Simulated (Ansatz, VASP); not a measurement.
**TiC: VASP beside Ansatz**

Aim: how closely do two programs agree when they are given the same cell, functional and k mesh? The cell is taken from a series of runs on this material, whose earlier steps may have relaxed, scaled, displaced or heated it; both programs get it as it stands.

Calculated with Ansatz 0.2.0; plane waves, with VASP 6.6.1 beside it; zone-centre phonons at LDA.

**1. Set-up**

The structure is orthorhombic, space group Immm (No. 71). Conventional cell: a = 2.995 Å, b = 3.073 Å, c = 4.248 Å, α = 90.00°, β = 90.00°, γ = 90.00°. Nearest to C lie 6 Ti at 2.12 to 2.15 Å. Ti has 6 C at 2.12 to 2.15 Å nearest. Farther neighbours are not listed.

**2. Ansatz: zone-centre phonons, LDA**

Ansatz runs on its PAW soft_1 files.

Second derivatives magnify differences that forces hide, and they need a tight electronic threshold.

Contents of input.yaml:

```yaml
crystal:
  lattice:
    - [0.0274869729, 2.1455346734, 2.1239928029]
    - [2.1455346734, 0.0274869729, 2.1239928029]
    - [2.1730216463, 2.1730216463, 0.0]
  atoms:
    - { symbol: C, position: [0.5, 0.5, 0.5] }
    - { symbol: Ti, position: [0.0, 0.0, 0.0] }
kpoints:
  mp_grid: { grid: [16, 16, 16] }
hamiltonian:
  xc: lda
  pseudopotentials: { kind: paw, azcp: { folder: soft_1 }, xc_functional: pbe }
scf:
  occupations: { method: methfessel_paxton, width: 0.2 }
output:
  eigenvalues: true
phonons:
  method: dfpt
```

Launch:

```
ansatz run input.yaml --threads 4 --pin off --max-ram 10240MiB --backend cpu --events-out ev --progress --plain --runs-dir out
```

Numbers of over 12 decimals in the logs are rounded to 6 here.

Log:

```text
zone centre: on kpoints.mp_grid the ground state, and the responses unless they are solved on pairs of k-points, stand on 1098 of the mesh's 4096 k-points, reduced under 4 symmetry operations, with k and −k counted as one. Each operation leaves every solved displacement unchanged or reverses it
Engine: ansatz 0.2.0, x86_64-unknown-linux-gnu
Pseudopotentials: kind: paw
Pseudopotential: C, paw, valence charge 4, recommended cutoff 420 eV (normal), soft_1/C.paw.azcp
Pseudopotential: Ti, paw, valence charge 12, recommended cutoff 420 eV (normal), soft_1/Ti.paw.azcp
Functional definition: SPW92
  exchange = slater_x
  correlation = pw_c
Crystal: 2 atoms, lattice volume = 19.552 Å³
Basis set: ecut = 420 eV, 371 PW (Γ), exchange–correlation on 48×48×48 points (8 copies of the dense FFT grid, shifted against one another)
Bands: 12, of which v1, the nominal top of the filled ones, is band 8 counted from 1 (7 counted from 0)
Symmetry: 8 space group operations
k-points: 1098 of 4096 (irreducible under 4 space group operations)
Non-local potential: C, projectors of the file, l = 0: 2, l = 1: 2, l = 2: 1
Non-local potential: Ti, projectors of the file, l = 0: 3, l = 1: 2, l = 2: 3, l = 3: 1
PAW form: soft (Blöchl's): semilocal exchange-correlation on the pseudo side does not see the compensation charge
PAW frozen core: C, regenerated for the run's functional, and the local potential with it (the file was generated under x = pbe(κ = 0.804, μ = 0.219515), c = pbe(β = 0.066725))
PAW frozen core: Ti, regenerated for the run's functional, and the local potential with it (the file was generated under x = pbe(κ = 0.804, μ = 0.219515), c = pbe(β = 0.066725))
PAW one-centre angular grid: C, 110 points (default); XC on 64 Gauss nodes
PAW one-centre angular grid: Ti, 590 points (default); XC on 64 Gauss nodes
Initial density: superposition of atomic densities (chi_scale 0.1, normalization cell, long waves kept (reshape's long-wave potential 0.00 eV rms))
Initial wavefunctions: pseudopotential atomic-orbital guess
Functional: x = slater, c = lda
SCF iter   1: F=—  HF=-2696.211734 eV  |F-HF|=—  |Δ(HF+E_count)|=         —  Δρ=1.43e-1  dr2=5.11e0  ethr=3.10e-3  ⟨swp⟩=4.3  Hψ=63677  notcnv=0
preconditioner: auto → none  [metal: Δε(μ)=0.013 eV  Ē_g=20.343 eV  σ=0.200 eV  W_gap=0.05  n_scr=8 (ndim 8)  ℏωp=31.4 eV  f_vac=0.000  D(μ)=0.20/eV (n_scr^D=0)  sad-step TF]
SCF iter   2: F=—  HF=-2695.685095 eV  |F-HF|=—  |Δ(HF+E_count)|=   5.27e-1  S|Δr|=    0.00e0  Δρ=9.92e-2  dr2=2.52e0  ethr=3.10e-3  ⟨swp⟩=2.0  Hψ=26118  notcnv=0
SCF iter   3: F=—  HF=-2695.181495 eV  |F-HF|=—  |Δ(HF+E_count)|=   5.04e-1  S|Δr|=    0.00e0  Δρ=1.14e-2  dr2=1.72e-2  ethr=3.10e-3  ⟨swp⟩=2.7  Hψ=26988  notcnv=0
SCF iter   4: F=—  HF=-2695.175412 eV  |F-HF|=—  |Δ(HF+E_count)|=   6.08e-3  S|Δr|=    0.00e0  Δρ=1.44e-3  dr2=1.42e-4  ethr=1.08e-4  ⟨swp⟩=2.6  Hψ=32257  notcnv=0
SCF iter   5: F=—  HF=-2695.175592 eV  |F-HF|=—  |Δ(HF+E_count)|=   1.79e-4  S|Δr|=    0.00e0  Δρ=3.36e-4  dr2=1.53e-5  ethr=8.90e-7  ⟨swp⟩=2.0  Hψ=17579  notcnv=0
SCF iter   6: F=—  HF=-2695.175590 eV  |F-HF|=—  |Δ(HF+E_count)|=   1.77e-6  S|Δr|=    0.00e0  Δρ=2.74e-5  dr2=1.19e-7  ethr=9.56e-8  ⟨swp⟩=2.0  Hψ=20891  notcnv=0
SCF iter   7: F=—  HF=-2695.175590 eV  |F-HF|=—  |Δ(HF+E_count)|=   2.62e-7  S|Δr|=    0.00e0  Δρ=2.35e-6  dr2=7.61e-10  ethr=7.45e-10  ⟨swp⟩=3.0  Hψ=21917  notcnv=0
SCF iter   8: F=—  HF=-2695.175590 eV  |F-HF|=—  |Δ(HF+E_count)|=  3.02e-10  S|Δr|=    0.00e0  Δρ=6.63e-7  dr2=8.06e-11  ethr=4.76e-12  ⟨swp⟩=2.4  Hψ=20127  notcnv=0
SCF iter   9: F=-2695.175590 eV  HF=-2695.175590 eV  |F-HF|=4.55e-13  |Δ(HF+E_count)|=  3.14e-11  S|Δr|=    0.00e0  Δρ=4.19e-8  dr2=4.10e-13  ethr=1.00e-12  ⟨swp⟩=5.1  Hψ=47599  notcnv=0
SCF 1 converged in 9 iterations: F = -2695.175590 eV  dr2 = 4.10e-13
  greatest PAW one-centre occupation: 0.998 electrons in one spin orbital (limit 2), on the Ti atom at site 1 (counted from 0), in its partial waves of l = 0
DFPT response loops at Γ: preconditioner auto → Kerker (q_TF=auto, 2.639 Å⁻¹) (partly filled bands, converged f_vac=0.000); β = 1.00, the filter's whole step (`scf.mixing.beta` (0.50) is not read by the response loops under this deck's `scf.mixing.preconditioner`; to damp them name `kerker` or `kerker_dos`, under which they read `scf.mixing.beta`, and type it under 1.00, their step now; both keys bind the ground state too); Broyden in place of MSR1
SCF converged after 9 iterations
Stability not checked: this state was not tested for a lower state beside it, because cold or Methfessel-Paxton smearing, or corrected tetrahedra, fill the levels in a way that the test cannot read (fill_not_monotonic; see scf.lower_state_search)
Free energy (F): -2695.175590 eV
Harris-Foulkes:  -2695.175590 eV  (|F-HF|=4.55e-13)
Internal energy: -2695.175587 eV  (E = F + TS)
E sigma→0 (E₀):  -2695.175589 eV
Entropy (-TS):   -0.000003 eV (-0.001 meV/atom)
Fermi energy:    14.974706 eV
--- Per-component energies (eV) ---
  E_band       = -102.977951
  E_kinetic    = 368.037696
  E_local      = -811.330524  (includes V_loc(G=0)·N_el)
  E_nonlocal   = 88.526664
  E_hartree    = 319.471505
  E_xc         = -163.835756
  E_vxc        = -205.437642  (∫ρ·V_xc dr)
  E_paw        = -1085.276451  (= ΣΔE_a)
  E_vpaw       = -181.717104  (= ΣTr[D̂ρ^β])
  E_aug_tail   = -0.000068  (compensation charges beyond the density's cutoff)
  E_ewald      = -1411.157437
  E_core_change = 0.388783  (= ΣΔE_core)
  E_smearing   = -0.000003  (= −TS)
  E_closure    = 0.000000  (closes the sum)
  Σ components = -2695.175590   (vs F -2695.175590, Δ=0.00e0)
--- Band table (eV; the first three rows and the last of 1098) ---
  k-point 0: bands = [... 4 lower, 2.5805, 15.4734, 15.6673, 15.7294, 16.6004, 16.7444, 16.7483, 16.8128]
  k-point 1: bands = [... 4 lower, 2.6728, 15.0815, 15.4049, 15.5270, 16.0566, 16.0946, 16.9061, 17.8037]
  k-point 2: bands = [... 4 lower, 2.9436, 14.2085, 14.6455, 14.7577, 16.0888, 16.1725, 17.2793, 18.8850]
  k-point 1097: bands = [... 4 lower, 4.8962, 11.6488, 13.1770, 14.7774, 15.1240, 17.8572, 18.6513, 18.6600]
--- Phonons (Γ-DFPT): 4 representative perturbations + reference, on 1098 of 4096 k-points (Σ response iterations 12) ---
  k mesh reduced under 4 symmetry operations, with k and −k counted as one. Each operation leaves every solved displacement unchanged or reverses it
  ASR residual: 2.014e-5 → 0.000e0 eV/Å²; symmetrization residual: 1.114e-6 eV/Å²
  ASR residual per site (eV/Å²): 1.27e-5 2.01e-5
  Γ frequencies (cm⁻¹): 0.00 0.00 0.00 520.03 550.46 561.33
  non-analytic LO–TO correction: not included (Born effective charges unavailable; polar crystals: no LO–TO splitting at Γ)
```

(Continued in part 2 of 2.)

[Lines on the potential files, build, host, timing and source positions are cut from VASP's logs without a mark.]

[Logs are printed without paths, hosts, clocks, repeated set-up lines and the standing remarks that a program may print on its own settings, such as how far it seeks lower states.]

[Hosts, paths, dates, database ids (printed as entryN), source tags and the programs' standing remarks are cut or masked in the printed files.]
